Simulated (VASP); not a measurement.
Here is a VASP 6.6.1 calculation.

The input INCAR:

```
SYSTEM = PIr
  PREC = Accurate
  ENCUT = 520
  EDIFF = 1E-6
  ISMEAR = -1
  SIGMA = 0.05
  LREAL = .FALSE.
  LASPH = .TRUE.
  NELM = 100
  ALGO = Fast
  ISIF = 2
  LWAVE = .FALSE.
  LCHARG = .TRUE.
  GGA = PE
  LELF = .TRUE.
  LVHAR = .TRUE.
  NBANDS = 14
```

File KPOINTS:

```
Automatic mesh
0
G
  13 13 13
  0 0 0
```

Contents of POSCAR:

```
PIr
1.0
    0.0000000000      2.5131446725      2.5131446725
    2.5131446725      0.0000000000      2.5131446725
    2.5131446725      2.5131446725      0.0000000000
Ir P
1 1
Direct
    0.0000000000      0.0000000000      0.0000000000
    0.5000000000      0.5000000000      0.5000000000
```

Potentials or basis: VASP PAW PBE potentials, release 64 (Ir, P).

Run with:

```bash
$ cat potpaw_PBE.64/Ir/POTCAR potpaw_PBE.64/P/POTCAR > POTCAR
$ mpirun -np 1 vasp_std > vasp.out
```

Task: What does it give for the pressure?

Result: -10.1 GPa.

Task: What does it give for the band gap on the k mesh?

Result: None (metal or under the smearing width).

Spin-orbit coupling is left out, which matters for the levels of Ir.
